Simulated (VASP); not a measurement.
InAs, 2 atoms in the cell. The structure is cubic, space group F-43m (No. 216). Conventional cell: a = 6.107 Å, b = 6.107 Å, c = 6.107 Å, α = 90.00°, β = 90.00°, γ = 90.00°. In (site symmetry -43m) has 4 As at 2.64 Å as nearest neighbours. Around As (site symmetry -43m) lie 4 In at 2.64 Å. The cell is a database's computed one.

| Item | Value |
| --- | --- |
| Program | VASP 6.6.1 |
| Task | relaxation of cell and atoms |
| Functional | r2SCAN |
| Dispersion | rVV10 |
| Potentials or basis | VASP PAW PBE potentials, release 64 (In_d, As) |
| Cutoff | 600 eV |
| k mesh | 12 × 12 × 12 |
| Occupations | gaussian, width 0.1 eV |
| Spin | no spin polarisation |
| Further INCAR settings | ALGO = Normal; EDIFF = 1e-07; IBRION = 2; EDIFFG = -0.005; NSW = 90; ISIF = 3 |

Potentials or basis: VASP PAW PBE potentials, release 64 (In_d, As).

Run with:

```bash
$ cat potpaw_PBE.64/In_d/POTCAR potpaw_PBE.64/As/POTCAR > POTCAR
$ mpirun -np 1 vasp_std > vasp.out
```

Hardware: 1 thread of Intel(R) Xeon(R) Platinum 8488C (Sapphire Rapids), on a shared host.

Problem. How long does it take, and how much memory?

Solution. It took 11 min on 1 thread of Intel(R) Xeon(R) Platinum 8488C (Sapphire Rapids) (shared host), peak memory 0.44 GiB. Counts: scf iterations 49, k points 72, ion steps 3.
